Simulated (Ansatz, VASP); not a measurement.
LiZnF3: VASP beside Ansatz

INCAR

```
PREC = Accurate
ENCUT = 600
EDIFF = 1E-6
ISMEAR = 0
SIGMA = 0.02
LREAL = False
LASPH = True
NELM = 100
ALGO = Normal
ISIF = 3
LWAVE = False
LCHARG = False
GGA = PE
IBRION = 2
NSW = 100
EDIFFG = -0.005
```

Contents of KPOINTS:

```
Automatic mesh
0
Gamma
  8 8 8
```

File POSCAR:

```
LiZnF3
1.0
    3.6340846890      0.0000000000      0.0000000000
    0.0000000000      3.6340846890      0.0000000000
    0.0000000000      0.0000000000      3.6340846890
Li Zn F
1 1 3
Direct
    0.5000000000      0.5000000000      0.5000000000
    0.0000000000      0.0000000000      0.0000000000
    0.0000000000      0.5000000000      0.5000000000
    0.5000000000      0.5000000000      0.0000000000
    0.5000000000      0.0000000000      0.5000000000
```

Input for Ansatz:

```yaml
crystal:
  lattice:
    - [3.634084689, 0.0, 0.0]
    - [0.0, 3.634084689, 0.0]
    - [0.0, 0.0, 3.634084689]
  atoms:
    - { symbol: Li, position: [0.5, 0.5, 0.5] }
    - { symbol: Zn, position: [0.0, 0.0, 0.0] }
    - { symbol: F, position: [0.0, 0.5, 0.5] }
    - { symbol: F, position: [0.5, 0.5, 0.0] }
    - { symbol: F, position: [0.5, 0.0, 0.5] }
basis:
  ecutwfc: 420
kpoints:
  mp_grid: { grid: [8, 8, 8] }
hamiltonian:
  xc: pbe
scf:
  occupations: { method: gaussian, width: 0.02 }
output:
  forces: true
  stress: true
  eigenvalues: true
relax:
  adjacent_minimum: "off"
  f_tol: 0.005
  max_steps: 80
  cell: { stress_tol: 0.05 }
```

The cell comes from a database or a generator and needn't be the stable form of this composition.

Alike in both runs: task relaxation of cell and atoms; functional PBE; k mesh 8 × 8 × 8; occupations gaussian, width 0.02 eV; no spin polarisation.

```csv
,VASP,Ansatz
version,VASP 6.6.1,Ansatz 0.2.0
potentials or method,"VASP PAW PBE potentials, release 64 (Li_sv, Zn, F)","scalar-relativistic, plane waves, PAW"
plane-wave cutoff (eV),600,420
valence electrons in the cell,36,36
```

VASP gave:

```
gap on the k mesh at the Fermi level, each at its own relaxed structure (eV) : 0.92
relaxed volume (Å³/atom)                                                     : 9.59
relaxed cell length with the largest relative difference (Å)                 : 3.632
```

Problem. Estimate Ansatz's values.

Solution. gap on the k mesh at the Fermi level, each at its own relaxed structure (eV): 0.93; relaxed volume (Å³/atom): 9.61; relaxed cell length with the largest relative difference (Å): 3.636.

Caveats: the cutoff is under 1.25 times the usual one of these potentials, so pressure, stress and relaxed cells hold a basis-set (Pulay) error (VASP). As with any semilocal functional, this PBE gap is likely too small. A k mesh can miss the band edges.
